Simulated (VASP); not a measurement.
OSZICAR of a VASP run on MgB₂ (AlB2 type):

### OSZICAR
```
       N       E                     dE             d eps       ncg     rms          rms(c)
DAV:   1     0.842272138876E+01    0.84227E+01   -0.45258E+03  1568   0.990E+02
DAV:   2    -0.189112317507E+02   -0.27334E+02   -0.26096E+02  2216   0.128E+02
DAV:   3    -0.192497895591E+02   -0.33856E+00   -0.33829E+00  1992   0.171E+01
DAV:   4    -0.192502851595E+02   -0.49560E-03   -0.49543E-03  2320   0.558E-01
DAV:   5    -0.192502856184E+02   -0.45888E-06   -0.45839E-06  1976   0.107E-02    0.546E+00
DAV:   6    -0.175763368742E+02    0.16739E+01   -0.27923E+00  1640   0.946E+00    0.247E+00
DAV:   7    -0.172929240422E+02    0.28341E+00   -0.14303E+00  1824   0.663E+00    0.692E-01
DAV:   8    -0.172896752875E+02    0.32488E-02   -0.13025E-01  1656   0.239E+00    0.363E-01
DAV:   9    -0.172818741677E+02    0.78011E-02   -0.24027E-02  1744   0.873E-01    0.498E-02
DAV:  10    -0.172818108052E+02    0.63362E-04   -0.10489E-03  2144   0.224E-01    0.203E-02
DAV:  11    -0.172818029884E+02    0.78168E-05   -0.66500E-05  1672   0.541E-02    0.385E-03
DAV:  12    -0.172818019861E+02    0.10023E-05   -0.61371E-06  1832   0.148E-02    0.784E-04
DAV:  13    -0.172818019708E+02    0.15236E-07   -0.76577E-08  1064   0.251E-03
   1 F= -.15619758E+02 E0= -.15619843E+02  d E =-.156198E+02
       N       E                     dE             d eps       ncg     rms          rms(c)
DAV:   1    -0.172280291144E+02    0.53773E-01   -0.25929E-01  1632   0.622E+00    0.327E-01
DAV:   2    -0.172243034360E+02    0.37257E-02   -0.73235E-03  1896   0.582E-01    0.157E-01
DAV:   3    -0.172234956603E+02    0.80778E-03   -0.26733E-03  1840   0.320E-01    0.331E-02
DAV:   4    -0.172234562116E+02    0.39449E-04   -0.62406E-05  1712   0.613E-02    0.606E-03
DAV:   5    -0.172234551341E+02    0.10774E-05   -0.17610E-06  1904   0.105E-02    0.164E-03
DAV:   6    -0.172234550879E+02    0.46249E-07   -0.97038E-08   800   0.235E-03
   2 F= -.15627167E+02 E0= -.15627255E+02  d E =-.740865E-02
       N       E                     dE             d eps       ncg     rms          rms(c)
DAV:   1    -0.172507221256E+02   -0.27267E-01   -0.32424E-02  1632   0.218E+00    0.116E-01
DAV:   2    -0.172502427807E+02    0.47934E-03   -0.94757E-04  1888   0.209E-01    0.553E-02
DAV:   3    -0.172501424569E+02    0.10032E-03   -0.31965E-04  1816   0.110E-01    0.122E-02
DAV:   4    -0.172501370988E+02    0.53581E-05   -0.65138E-06  1736   0.206E-02    0.200E-03
DAV:   5    -0.172501369870E+02    0.11185E-06   -0.99198E-08   952   0.285E-03
   3 F= -.15630601E+02 E0= -.15630688E+02  d E =-.108424E-01
       N       E                     dE             d eps       ncg     rms          rms(c)
DAV:   1    -0.172492840371E+02    0.85306E-03   -0.17810E-02  2080   0.104E+00    0.817E-02
DAV:   2    -0.172488972676E+02    0.38677E-03   -0.82442E-04  2056   0.191E-01    0.363E-02
DAV:   3    -0.172488177628E+02    0.79505E-04   -0.34918E-04  1816   0.106E-01    0.652E-03
DAV:   4    -0.172488164319E+02    0.13309E-05   -0.10152E-05  1712   0.256E-02    0.202E-03
DAV:   5    -0.172488161923E+02    0.23956E-06   -0.90795E-07  1320   0.578E-03
   4 F= -.15631198E+02 E0= -.15631333E+02  d E =-.597935E-03
```

Q: Which electronic solver shows in the log?

A: It is blocked Davidson (ALGO = Normal, or the opening steps of other solvers). The INCAR had ALGO = Normal.

Q: Can the final energy be trusted as converged?

A: Self-consistency was reached. It stopped with EDIFF = 1E-6, NELM = 100, NSW = 40 and EDIFFG = -0.02 after 4 ionic steps (LDA (Ceperley-Alder, Perdew-Zunger), plane waves, VASP's LDA PAW potentials (set 64)). Energy and stress use the plane-wave basis of the starting cell.

The compound is MgB2 in the AlB2 type structure. This run relaxes it under an external pressure of 10 GPa. Symmetry was kept, so distortions that lower it aren't found.
